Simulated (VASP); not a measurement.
Runs of VASP 6.6.1 on Zr2W. The structure is hexagonal, space group P-6m2 (No. 187). Conventional cell: a = 4.957 Å, b = 4.957 Å, c = 2.861 Å, α = 90.00°, β = 90.00°, γ = 120.00°. Around Zr (site symmetry -6m2) lie 8 Zr at 2.86 to 3.20 Å and 6 W at 3.20 Å. Zr (site symmetry -6m2) is surrounded by 8 Zr at 2.86 to 3.20 Å and 3 W at 2.86 Å. W (site symmetry -6m2) has 2 W at 2.86 Å and 9 Zr at 2.86 to 3.20 Å as nearest neighbours. The cell was built by a generator and needn't be a form met in nature.

```tsv
task	level	potentials or basis	spin	cell	k mesh	cutoff (eV)	smearing	gap on the mesh (eV)	pressure (GPa)
core levels	revTPSS+D3	VASP PAW PBE potentials, release 64 (Zr_sv_GW, W_sv_GW)	off	as given	6 × 6 × 9	550	fermi-dirac 0.05 eV	none	-12.6
single point	PBE	VASP PAW PBE potentials, release 64 (Zr_sv, W_sv)	off	as given	6 × 6 × 9	520	fermi-dirac 0.05 eV	none	(a)
relaxation of cell and atoms	PBE	VASP PAW PBE potentials, release 64 (Zr_sv, W_sv)	off	relaxed	6 × 6 × 9	600	methfessel-paxton 0.1 eV	none	0.0
relaxation of the atoms	optB86b-vdW	VASP PAW PBE potentials, release 54 (Zr_sv, W_sv)	SOC, no magnetisation	atoms relaxed	5 × 5 × 7	520	methfessel-paxton 0.2 eV	-	-2.7
```

**Question.** Fill in the values left out.

**Answer.** (a) -0.1.

Caveats: the PAW data sets were made with another functional, which shifts forces and pressure a little (some runs); pairwise dispersion overbinds metals, which lowers pressure and volume (some runs); the relaxation stopped at its first step, so nothing moved (some runs).

A k mesh can miss the band edges, and rows without SOC leave out spin-orbit coupling on W, Zr.

A gap of «none» marks a metal or a gap under the smearing width.
